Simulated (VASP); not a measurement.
A run of VASP 6.6.1 is set up as follows.

Contents of POSCAR:

```
HPbNO4
1.0
    4.2753100000     -0.0004000000      0.0063600000
   -2.0839900000      5.2077500000     -0.0490700000
   -2.1237700000     -1.8657400000      4.9149100000
H Pb N O
1 1 1 4
Direct
    0.9907300000      0.0333000000      0.9099400000
    0.5027400000      0.8198900000      0.1428700000
    0.0083800000      0.4740800000      0.5026500000
    0.9981600000      0.9274100000      0.0287700000
    0.1946700000      0.7343500000      0.6085200000
    0.8167300000      0.3588200000      0.2455600000
    0.0138100000      0.3312100000      0.6521700000
```

INCAR.step1

```
SYSTEM = HPbNO4
  PREC = Accurate
  ENCUT = 520
  EDIFF = 1E-5
  ISMEAR = -1
  SIGMA = 0.05
  LREAL = .False.
  LASPH = .True.
  NELM = 60
  ALGO = Normal
  ISIF = 2
  LWAVE = .True.
  LCHARG = .False.
  GGA = PE
```

File INCAR.step2:

```
SYSTEM = HPbNO4
  PREC = Accurate
  ENCUT = 520
  EDIFF = 1E-6
  ISMEAR = -5
  SIGMA = 0.05
  LREAL = .False.
  LASPH = .True.
  NELM = 60
  ALGO = Normal
  ISIF = 2
  LWAVE = .False.
  LCHARG = .False.
  GGA = PE
  LHFCALC = .True.
  AEXX = 0.25
  PRECFOCK = Fast
  LORBIT = 11
  ISTART = 1
  NEDOS = 2001
```

The input KPOINTS:

```
regular mesh
0
Gamma
  4 3 3
  0 0 0
```

Potentials or basis: VASP PAW PBE potentials, release 64 (H, Pb_d, N, O).

Command:

```bash
$ cat potpaw_PBE.64/H/POTCAR potpaw_PBE.64/Pb_d/POTCAR potpaw_PBE.64/N/POTCAR potpaw_PBE.64/O/POTCAR > POTCAR
$ cp INCAR.step1 INCAR
$ mpirun -np 8 vasp_std > vasp.out
$ cp INCAR.step2 INCAR
$ mpirun -np 8 vasp_std > vasp.out
```

Question: What does it give for the pressure?

Answer: -3.2 GPa.

Question: Estimate the band gap on the k mesh.

Answer: 4.93 eV, indirect (least direct gap 5.22 eV).

Question: Predict the largest force.

Answer: 1.034 eV/Å.

Forces on the atoms (eV/Å):
```
H    0.000 -0.335  0.257
Pb   0.003  0.150 -0.106
N   -0.003  0.047 -0.046
O   -0.003  0.233 -0.186
O   -0.021 -0.953 -0.328
O    0.026  0.015  1.006
O   -0.002  0.844 -0.598
```

Caveat: the k mesh is coarse (spacing up to 0.45 Å⁻¹), so the values aren't converged, least of all with exact exchange; the PAW data sets were made with another functional, which shifts forces and pressure a little; spin-orbit coupling is left out, which as a rule narrows the gap of such compounds by several tenths of an eV; an odd mesh through Γ misses points on the zone boundary, where band edges often lie.
